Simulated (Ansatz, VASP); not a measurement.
## One calculation of W2C5F, two programs

```
W C F
1.0
     3.13337    0.00000    0.00000
     0.00000    3.13337    0.00000
     0.00000    0.00000    7.08547
W C F
2 5 1
Direct
  0.00000 0.00000 0.00000
  0.50000 0.50000 0.50000
  0.00000 0.50000 0.25281
  0.50000 0.00000 0.74719
  0.50000 0.00000 0.25281
  0.00000 0.50000 0.74719
  0.50000 0.50000 0.00000
  0.00000 0.00000 0.50000
```

Change from the starting cell: species swapped into the Al5CuMo2 type (P4/mmm, No. 123).

Alike in both runs: functional PBE; k mesh 6 × 6 × 4; occupations gaussian, width 0.1 eV; no spin polarisation.

Ansatz relaxed the structure, and its values are those at the end. VASP's run is a single point on that final structure, the one shown.

|  | VASP | Ansatz |
| --- | --- | --- |
| version | VASP 6.6.1 | Ansatz 0.2.0 |
| potentials or method | VASP PAW PBE potentials, release 64 (W_sv, C, F) | scalar-relativistic, plane waves, PAW |
| plane-wave cutoff (eV) | 520 | 420 |
| valence electrons in the cell | 55 | 55 |

```tsv
	VASP	Ansatz	Ansatz less VASP
gap on the k mesh at the Fermi level (eV)	none	none	-
pressure (GPa)	0.9	0.0	-0.86
```

A gap of «none» marks a metal or a gap that the smearing closes.

Caveats: an odd number of electrons without spin polarisation forces a metal; a magnetic or distorted state may lie lower. The runs have no spin-orbit coupling, so splittings on W are missing.
